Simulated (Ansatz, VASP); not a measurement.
# Si13P2O31 (amorphous 93SiO2-7P2O5 (mol %)) in two plane-wave programs, part 2 of 2

Wanted: the spread between two codes on one cell, functional and k mesh. Of the first pair: The structure shown is the start of the Ansatz relaxation below; VASP solves that cell, so the two are compared at the walk's first step.

VASP 6.6.1 and Ansatz 0.2.0.

So far. Step 3 (VASP: single point, PBE, start cell, pair 1): The run ends at a pressure of 3.83 GPa, with forces up to 4.3 eV/Å.

## 5. Ansatz: relaxation, PBE

Level of this step: Ansatz beside VASP: Kohn-Sham DFT, plane waves, PBE (Ansatz).

This run makes the geometry at which the two programs are then compared. The cell compared in this pair holds 1355.84 Å³, against 1375.48 Å³ for the pair before.

The structure compared here is the end of the Ansatz relaxation.

File input.yaml:

```yaml
crystal:
  lattice:
    - [11.1212, 0.0, 0.0]
    - [0.0, 11.1212, 0.0]
    - [0.0, 0.0, 11.1212]
  atoms:
    - { symbol: Si, position: [0.89302, 0.81747, 0.36479] }
    - { symbol: Si, position: [0.76367, 0.23335, 0.56502] }
    - { symbol: Si, position: [0.14364, 0.40496, 0.83486] }
    - { symbol: Si, position: [0.46974, 0.82397, 0.97471] }
    - { symbol: Si, position: [0.68526, 0.97623, 0.90531] }
    - { symbol: Si, position: [0.01822, 0.28096, 0.0623] }
    - { symbol: Si, position: [0.77237, 0.05354, 0.33887] }
    - { symbol: Si, position: [0.24083, 0.8145, 0.10779] }
    - { symbol: Si, position: [0.75516, 0.18821, 0.0841] }
    - { symbol: Si, position: [0.34532, 0.15264, 0.33048] }
    - { symbol: Si, position: [0.84191, 0.74372, 0.8425] }
    - { symbol: Si, position: [0.21988, 0.09627, 0.07351] }
    - { symbol: Si, position: [0.54672, 0.37567, 0.04333] }
    - { symbol: Si, position: [0.48163, 0.7448, 0.56824] }
    - { symbol: Si, position: [0.71256, 0.47481, 0.43261] }
    - { symbol: Si, position: [0.20382, 0.04675, 0.552] }
    - { symbol: Si, position: [0.06172, 0.47883, 0.4961] }
    - { symbol: Si, position: [0.17014, 0.80548, 0.38647] }
    - { symbol: Si, position: [0.30266, 0.86878, 0.74954] }
    - { symbol: Si, position: [0.51921, 0.96482, 0.4253] }
    - { symbol: Si, position: [0.36782, 0.23373, 0.87095] }
    - { symbol: Si, position: [0.54655, 0.10172, 0.68549] }
    - { symbol: Si, position: [0.12088, 0.69144, 0.87588] }
    - { symbol: Si, position: [0.81479, 0.60068, 0.20762] }
    - { symbol: Si, position: [0.02159, 0.25099, 0.6228] }
    - { symbol: Si, position: [0.30812, 0.57215, 0.47386] }
    - { symbol: P, position: [0.45936, 0.41225, 0.30512] }
    - { symbol: P, position: [0.06807, 0.49731, 0.21196] }
    - { symbol: P, position: [0.75026, 0.71251, 0.57956] }
    - { symbol: P, position: [0.61512, 0.59574, 0.8859] }
[... 56 atom lines left out ...]
    - { symbol: O, position: [0.97726, 0.71892, 0.87348] }
    - { symbol: O, position: [0.47901, 0.41732, 0.16942] }
    - { symbol: O, position: [0.9731, 0.55988, 0.56019] }
    - { symbol: O, position: [0.62378, 0.76713, 0.59758] }
    - { symbol: O, position: [0.19147, 0.78057, 0.7813] }
    - { symbol: O, position: [0.2092, 0.80979, 0.24752] }
kpoints:
  mp_grid: { grid: [1, 1, 1] }
hamiltonian:
  xc: pbe
scf:
  occupations: { method: fermi_dirac, width: 0.025 }
output:
  forces: true
relax:
  f_tol: 0.04
  max_steps: 250
  cell: {}
```

Run with:

```sh
$ ansatz run input.yaml --threads 4 --pin off --max-ram 8192MiB --backend cpu --events-out ev --progress --plain --runs-dir out
```

Numbers of over 12 decimals in the logs are rounded to 6 here.

The log of the run:

```text
[...]
Crystal: 92 atoms, lattice volume = 1375.482 Å³
Basis set: ecut = 420 eV, 26961 PW (Γ), exchange–correlation on 150×150×150 points (8 copies of the dense FFT grid, shifted against one another)
Bands: 340, of which v1, the nominal top of the filled ones, is band 248 counted from 1 (247 counted from 0)
Symmetry: 1 space group operations
[...]
k-points: 1
[...]
- { symbol: O, position: [0.067767, 0.367155, 0.943270] }
    - { symbol: O, position: [0.804619, 0.698263, 0.251382] }
    - { symbol: O, position: [0.347394, 0.488167, 0.340643] }
    - { symbol: O, position: [0.424530, 0.280626, 0.353762] }
    - { symbol: O, position: [0.810316, 0.715682, 0.692611] }
    - { symbol: O, position: [0.233976, 0.972811, 0.055481] }
[...]
- { symbol: O, position: [0.951127, 0.544102, 0.554000] }
    - { symbol: O, position: [0.609962, 0.763832, 0.613516] }
    - { symbol: O, position: [0.162644, 0.785475, 0.770519] }
    - { symbol: O, position: [0.189553, 0.839031, 0.231209] }
[key lines of the parts left out:]
P = ⅓ Tr σ = -0.0145 GPa (-0.145 kbar)
```

## 6. VASP: single point, PBE, relaxed cell, pair 2

The same cell, functional, mesh and smearing now go to VASP, with its own data sets.

File INCAR:

```
SYSTEM = Si13P2O31
PREC = Accurate
ENCUT = 600
EDIFF = 1E-06
NELM = 120
ISMEAR = -1
SIGMA = 0.025
LREAL = Auto
ALGO = Normal
GGA = PE
NBANDS = 312
LORBIT = 11
LWAVE = .FALSE.
LCHARG = .FALSE.
ISIF = 2
LASPH = .TRUE.
GGA_COMPAT = .FALSE.
EFERMI = MIDGAP
NCORE = 2
```

File POSCAR:

```
Si13P2O31
1.0
   11.0354700000     -0.1151740000      0.0633280000
   -0.1151740000     11.1360960000     -0.3260520000
    0.0633280000     -0.3260520000     11.0438260000
Si P O
26 4 62
Direct
    0.8741200000      0.7890700000      0.3503400000
    0.7853600000      0.2292200000      0.5767800000
    0.1672300000      0.4111900000      0.8438100000
    0.4510200000      0.8224000000      0.9496100000
    0.6756700000      0.9701400000      0.9139600000
    0.0308200000      0.2799000000      0.0494800000
    0.7874900000      0.0478300000      0.3491800000
    0.2329800000      0.8336800000      0.0911400000
    0.7651100000      0.1859800000      0.1013700000
    0.3424900000      0.1519100000      0.3450000000
    0.8195400000      0.7383900000      0.8431300000
    0.2424000000      0.1161200000      0.0770000000
    0.5951600000      0.4075800000      0.0681500000
    0.4715100000      0.7561100000      0.5528800000
    0.7111200000      0.4577300000      0.4387800000
    0.1885900000      0.0434600000      0.5517400000
    0.0603100000      0.4812200000      0.4894600000
    0.1520000000      0.8077100000      0.3670500000
    0.2811500000      0.8697200000      0.7413000000
    0.5225600000      0.9840900000      0.4372300000
    0.4082800000      0.2665900000      0.8957600000
    0.5602000000      0.1116000000      0.7038200000
    0.1051700000      0.6949000000      0.8708000000
    0.8142800000      0.5534100000      0.2077800000
    0.0438700000      0.2673200000      0.6168800000
    0.3007100000      0.5855900000      0.4525800000
    0.4572000000      0.4078600000      0.3114200000
    0.0784300000      0.4916200000      0.2019800000
    0.7336400000      0.7050600000      0.5790800000
    0.5864100000      0.5923200000      0.8777300000
[... 56 atom lines left out ...]
    0.9561800000      0.7015800000      0.8702000000
    0.4799800000      0.4139300000      0.1759000000
    0.9511300000      0.5441000000      0.5540000000
    0.6099600000      0.7638300000      0.6135200000
    0.1626400000      0.7854800000      0.7705200000
    0.1895500000      0.8390300000      0.2312100000
```

File KPOINTS:

```
Automatic mesh
0
Gamma
1 1 1
0 0 0
```

The projector-augmented-wave data sets are Si, P and O (PBE family, release 64).

Run with:

```sh
$ mpirun -np 8 vasp_gam
```

The log of the run:

```text
[... set-up lines as in an earlier step ...]
 entering main loop
       N       E                     dE             d eps       ncg     rms          rms(c)
DAV:   1     0.498321025207E+04    0.49832E+04   -0.31552E+05   640   0.173E+03
DAV:   2    -0.352897185386E+03   -0.53361E+04   -0.51582E+04   768   0.393E+02
DAV:   3    -0.797533719461E+03   -0.44464E+03   -0.44210E+03   736   0.122E+02
DAV:   4    -0.807295702576E+03   -0.97620E+01   -0.97180E+01   752   0.192E+01
[...]
DAV:  18    -0.710228386853E+03    0.25803E-05   -0.41902E-05   784   0.178E-02    0.132E-02
DAV:  19    -0.710228385399E+03    0.14549E-05   -0.83234E-06   728   0.712E-03    0.811E-03
DAV:  20    -0.710228384458E+03    0.94094E-06   -0.17717E-06   488   0.365E-03
   1 F= -.71022838E+03 E0= -.71022838E+03  d E =0.000000E+00
```

OUTCAR, selected parts (step 6):

```text
  FREE ENERGIE OF THE ION-ELECTRON SYSTEM (eV)
  ---------------------------------------------------
  free  energy   TOTEN  =      -710.2283844577 eV

  energy  without entropy=     -710.2283844577  energy(sigma->0) =     -710.22838446
```

The run ends at a pressure of -0.29 GPa, with forces up to 0.16 eV/Å.

## 7. Differences

What differs besides the data sets and the points named for the pairs above, as far as they apply: the cutoff is 420 eV in Ansatz and 600 eV in VASP (PREC = Accurate, projectors in real space). Total energies have different zeros and are not compared.

Compared:

```
              quantity  Ansatz   VASP  difference
        pressure (GPa)   -0.01  -0.29       +0.28
gap on the k mesh (eV)   3.555  3.549      +0.005
```

Forces on 7 of the 92 atoms, those with the largest forces and the largest differences (eV/Å; atoms numbered as in POSCAR):

```
atom         Ansatz x, y, z            VASP x, y, z
 O36    0.004, 0.011, 0.000    0.008, 0.115, -0.059
 O37    0.000, 0.000, 0.001   -0.116, 0.004, -0.093
 O51  -0.005, -0.004, 0.008   -0.057, -0.095, 0.076
 O62   0.003, 0.001, -0.008    0.092, -0.091, 0.014
 O79   0.002, 0.001, -0.004  -0.125, -0.048, -0.028
 O86    0.001, 0.000, 0.002     0.059, 0.147, 0.017
 O89  0.007, -0.003, -0.007    -0.117, 0.063, 0.052
```

The forces differ by 36 meV/Å r.m.s., where the r.m.s. force is 0.005 eV/Å in Ansatz and 0.036 eV/Å in VASP: the atoms lie near their places of rest in Ansatz, so a percentage would say little (all taken over all components). A gap on the mesh is an upper bound, since the band edges may lie between its points.

## 8. What came out

```yaml
r_m_s_force_difference_single_point_pbe_start_cell_pair_1: 5.0 % of the r.m.s. force
r_m_s_force_difference_single_point_pbe_relaxed_cell_pair_2: 36 meV/Å
```

The r.m.s. force difference is 36 meV/Å (single point, PBE, relaxed cell, pair 2), beyond the 12 meV/Å picked in this series as the mark of a large difference. What causes the difference of the single point, PBE, start cell, pair 1 pair stays open here. What causes the difference of the single point, PBE, relaxed cell, pair 2 pair stays open here. How closely two codes agree says nothing of how well the functional describes the real material.

[Lines on the potential files, build, host, timing and source positions are cut from VASP's logs without a mark.]

[Logs are printed without paths, hosts, clocks, repeated set-up lines and the standing remarks that a program may print on its own settings, such as how far it seeks lower states.]

[Hosts, paths, dates, database ids (printed as entryN), source tags and the programs' standing remarks are cut or masked in the printed files.]
